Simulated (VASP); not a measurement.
Level of theory: PBEsol GGA, VASP's PBE PAW potentials (set 64) (plane waves; VASP).

VASP ran on this input.

**KPOINTS**
```
Regular mesh
0
G
  4 4 7
0 0 0
```

POSCAR:
```
Cd4SSe3
1
   -0.0001754377     6.0197931472     6.0133147721
    6.0197931472    -0.0001754377     6.0133147721
    3.0098088547     3.0098088547     0.0000000000
Cd Se S
4 3 1
Direct
  0.9996176075   0.9996176075   0.0007647851
  0.9898551055   0.5039472293   0.0061976651
  0.5039472293   0.9898551055   0.0061976651
  0.5065441693   0.5065441693   0.9869116613
  0.1259343720   0.1259343720   0.2481312559
  0.1266349235   0.6232030918   0.2501619847
  0.6232030918   0.1266349235   0.2501619847
  0.6242635010   0.6242635010   0.2514729979
```

INCAR:
```
! general
SYSTEM   =  Cd4SSe3
PREC     =  Accurate
ENCUT    =  400   ! plane-wave cut-off (eV)
LREAL    =  .FALSE.
LASPH    =  .TRUE.   ! aspherical one-centre terms

! electronic loop
EDIFF    =  1E-7   ! SCF stop (eV)
NELM     =  100
ALGO     =  Normal
LMAXMIX  =  4

! smearing
ISMEAR   =  -5   ! tetrahedra, Bloechl

! functional
GGA      =  PS   ! PBEsol

! ions
ISIF     =  2   ! forces and stress, cell fixed

! output
LWAVE    =  .FALSE.
LCHARG   =  .TRUE.
LORBIT   =  11   ! lm-projected
NEDOS    =  601

! other
LEFG     =  .TRUE.
```

POTCAR, in this order: Cd Se S (PBE.64 set). Program: vasp_std.

The resulting files:

File OUTCAR:
```
 ion  position               nearest neighbor table
   1  1.000  1.000  0.001-   5 2.61   5 2.61   7 2.62   6 2.62
   2  0.990  0.504  0.006-   8 2.54   5 2.63   6 2.63   6 2.63
   3  0.504  0.990  0.006-   8 2.54   5 2.63   7 2.63   7 2.63
   4  0.507  0.507  0.987-   8 2.56   8 2.56   6 2.64   7 2.64
   5  0.126  0.126  0.248-   1 2.61   1 2.61   2 2.63   3 2.63
   6  0.127  0.623  0.250-   1 2.62   2 2.63   2 2.63   4 2.64
   7  0.623  0.127  0.250-   1 2.62   3 2.63   3 2.63   4 2.64
   8  0.624  0.624  0.251-   2 2.54   3 2.54   4 2.56   4 2.56
  LATTYP: Found a base centered orthorhombic cell.
 ALAT       =     8.5135212178
 B/A-ratio  =     1.4126504459
 C/A-ratio  =     0.4999708574
 Subroutine PRICEL returns:
 Original cell was already a primitive cell.
 Subroutine GETGRP returns: Found  4 space group operations
The static configuration has the point symmetry C_2v.
The dynamic configuration has the point symmetry C_2v.
 Subroutine INISYM returns: Found  4 space group operations
 Subroutine IBZKPT returns following result:
 Found     37 irreducible k-points:

 Following reciprocal coordinates:
            Coordinates               Weight
  0.000000  0.000000  0.000000      1.000000
...
```

### OSZICAR
```
       N       E                     dE             d eps       ncg     rms          rms(c)
DAV:   1     0.446503646070E+03    0.44650E+03   -0.30203E+04  3182   0.124E+03
DAV:   2     0.510337646716E+00   -0.44599E+03   -0.43839E+03  3596   0.336E+02
DAV:   3    -0.266297484037E+02   -0.27140E+02   -0.27029E+02  3733   0.825E+01
DAV:   4    -0.269422549536E+02   -0.31251E+00   -0.31216E+00  3608   0.839E+00
DAV:   5    -0.269462570936E+02   -0.40021E-02   -0.40014E-02  3719   0.911E-01    0.135E+01
DAV:   6    -0.253707796512E+02    0.15755E+01   -0.38211E+00  3904   0.154E+01    0.105E+01
DAV:   7    -0.253118691212E+02    0.58911E-01   -0.13567E+00  3464   0.484E+00    0.439E+00
DAV:   8    -0.252985854165E+02    0.13284E-01   -0.20430E-01  3858   0.361E+00    0.666E-01
DAV:   9    -0.252957678308E+02    0.28176E-02   -0.32930E-02  3695   0.165E+00    0.177E-01
DAV:  10    -0.252957918248E+02   -0.23994E-04   -0.28062E-03  3573   0.366E-01    0.105E-01
DAV:  11    -0.252958412174E+02   -0.49393E-04   -0.17178E-04  3581   0.943E-02    0.545E-02
DAV:  12    -0.252959063602E+02   -0.65143E-04   -0.14986E-04  3735   0.668E-02    0.254E-02
DAV:  13    -0.252959096710E+02   -0.33109E-05   -0.15149E-05  3601   0.197E-02    0.115E-02
DAV:  14    -0.252959093088E+02    0.36224E-06   -0.10440E-05  3601   0.167E-02    0.473E-03
DAV:  15    -0.252959095868E+02   -0.27803E-06   -0.12189E-06  3502   0.607E-03    0.291E-03
DAV:  16    -0.252959096541E+02   -0.67256E-07   -0.14536E-07  2294   0.290E-03
   1 F= -.25295910E+02 E0= -.25295910E+02  d E =0.000000E+00
```

**OUTCAR**
```
------------------------ aborting loop because EDIFF is reached ----------------------------------------
  FORCE on cell =-STRESS in cart. coord.  units (eV):
  Direction    XX          YY          ZZ          XY          YZ          ZX
  --------------------------------------------------------------------------------------
  Total       -0.0769674     -0.0769674     -0.0539172     -0.0074580     -0.0000000     -0.0000000
  in kB       -0.5659005     -0.5659005     -0.3964250     -0.0548346     -0.0000000     -0.0000000
  external PRESSURE =      -0.5094087 kB  Pullay stress =       0.0000000 kB
  volume of cell :      217.91
      direct lattice vectors                 reciprocal lattice vectors
    -0.000175438  6.019793147  6.013314772    -0.083056912  0.083056912  0.083148815
     6.019793147 -0.000175438  6.013314772     0.083056912 -0.083056912  0.083148815
     3.009808855  3.009808855  0.000000000     0.166123506  0.166123506 -0.166297631
 POSITION                                       TOTAL-FORCE (eV/Angst)
 -----------------------------------------------------------------------------------
      6.01962      6.01962     12.02203        -0.000000     -0.000000     -0.017154
      3.05214      5.97729      8.98270         0.009690     -0.009690      0.003853
      5.97729      3.05214      8.98270        -0.009690      0.009690      0.003853
      6.01962      6.01962      6.09202         0.000000      0.000000      0.003434
      1.50490      1.50490      1.51457         0.000000      0.000000      0.004806
      4.50447      1.51515      4.50901        -0.003259      0.003259      0.002303
      1.51515      4.50447      4.50901         0.003259     -0.003259      0.002303
      4.51471      4.51471      7.50779        -0.000000     -0.000000     -0.003400
 -----------------------------------------------------------------------------------
    total drift:                               -0.000002     -0.000002      0.002790
  FREE ENERGIE OF THE ION-ELECTRON SYSTEM (eV)
  ---------------------------------------------------
  free  energy   TOTEN  =       -25.2959096541 eV

  energy  without entropy=      -25.2959096541  energy(sigma->0) =      -25.29590965

 total charge

# of ion       s       p       d       tot
------------------------------------------
    1        0.454   0.333   9.546  10.334
    2        0.445   0.322   9.549  10.316
    3        0.445   0.322   9.549  10.316
    4        0.435   0.309   9.551  10.296
    5        1.445   2.386   0.024   3.855
    6        1.445   2.383   0.023   3.851
    7        1.445   2.383   0.023   3.851
    8        1.321   2.356   0.000   3.677
--------------------------------------------------
tot          7.435  10.793  38.265  56.494

 Electric field gradients after diagonalization (V/A^2)
 (convention: |V_zz| > |V_xx| > |V_yy|)
----------------------------------------------------------------------
 ion       V_xx      V_yy      V_zz     asymmetry (V_yy - V_xx)/ V_zz
----------------------------------------------------------------------
   1       0.287     0.251    -0.538       0.068
   2       4.948     3.328    -8.277       0.196
   3       4.948     3.328    -8.277       0.196
   4       6.817     0.720    -7.537       0.809
   5     -14.427    -4.308    18.735       0.540
   6     -15.563    -7.472    23.035       0.351
   7     -15.563    -7.472    23.035       0.351
   8      -7.067    -1.528     8.596       0.644
```
(Selected blocks of OUTCAR.)

**OUTCAR**
```
 val. band max:        0.9687694048   @ k =   0.0000   0.0000   0.0000

 cond. band min:       1.5103896465   @ k =   0.0000   0.0000   0.0000


 Fermi energy:         0.9884438660

 k-point     1 :       0.0000    0.0000    0.0000
  band No.  band energies     occupation
      1     -11.6547      2.00000
      2     -11.2703      2.00000
      3     -11.2425      2.00000
      4     -11.1303      2.00000
      5      -6.9770      2.00000
      6      -6.9685      2.00000
      7      -6.9642      2.00000
      8      -6.8531      2.00000
      9      -6.8501      2.00000
     10      -6.8463      2.00000
     11      -6.8459      2.00000
     12      -6.7583      2.00000
     13      -6.6728      2.00000
     14      -6.6642      2.00000
     15      -6.5743      2.00000
     16      -6.5718      2.00000
     17      -6.5214      2.00000
     18      -6.5209      2.00000
     19      -6.5190      2.00000
     20      -6.5009      2.00000
     21      -6.4618      2.00000
     22      -6.2546      2.00000
     23      -6.2137      2.00000
     24      -6.1681      2.00000
     25      -3.6067      2.00000
     26      -3.5054      2.00000
     27      -3.1789      2.00000
     28      -1.0263      2.00000
     29      -0.9934      2.00000
     30       0.0134      2.00000
     31       0.0971      2.00000
     32       0.1617      2.00000
     33       0.2935      2.00000
     34       0.9343      2.00000
     35       0.9515      2.00000
     36       0.9688      2.00000
     37       1.5104      0.00000
     38       3.3062      0.00000
     39       3.4054      0.00000
     40       4.0022      0.00000
     41       4.7149      0.00000
     42       6.9180      0.00000
     43       6.9208      0.00000

 k-point     2 :       0.2500    0.0000    0.0000
  band No.  band energies     occupation
      1     -11.5977      2.00000
      2     -11.3175      2.00000
      3     -11.2366      2.00000
      4     -11.1490      2.00000
      5      -6.9612      2.00000
...
```

The structure was generated: Cd4SSe3 was put into an ordered model structure (Amm2), which need not be its known phase. It was relaxed first.
